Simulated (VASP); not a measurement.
```xyz
2
Lattice="0.0000 2.2924 2.2924 2.2924 0.0000 2.2924 2.2924 2.2924 0.0000" Properties=species:S:1:pos:R:3 pbc="T T T"
K      0.0000     0.0000     0.0000
F      2.2924     2.2924     2.2924
```

Calculation: PBEsol GGA, VASP's PBE PAW potentials (set 64) (plane waves; VASP). Settings: 620 eV cut-off, 10×10×10 Γ-centred mesh, Gaussian smearing of 0.050 eV, potentials K_sv F.

Task: What does the run give for the energy per atom (σ→0), pressure, band gap (on the k-mesh) with the smallest direct gap where there is one?

Result: 
| Quantity | Value |
|---|---|
| band gap (on the k-mesh) | 7.35 eV |
| smallest direct gap (on the k-mesh) | 7.35 eV |
| energy per atom (σ→0) | -3.647 eV/atom |
| pressure | 449.6 kbar |

Only differences to runs with the same potentials and settings are physical.

The compound is KF in the rock salt structure. It was relaxed first under an external pressure of 45 GPa.
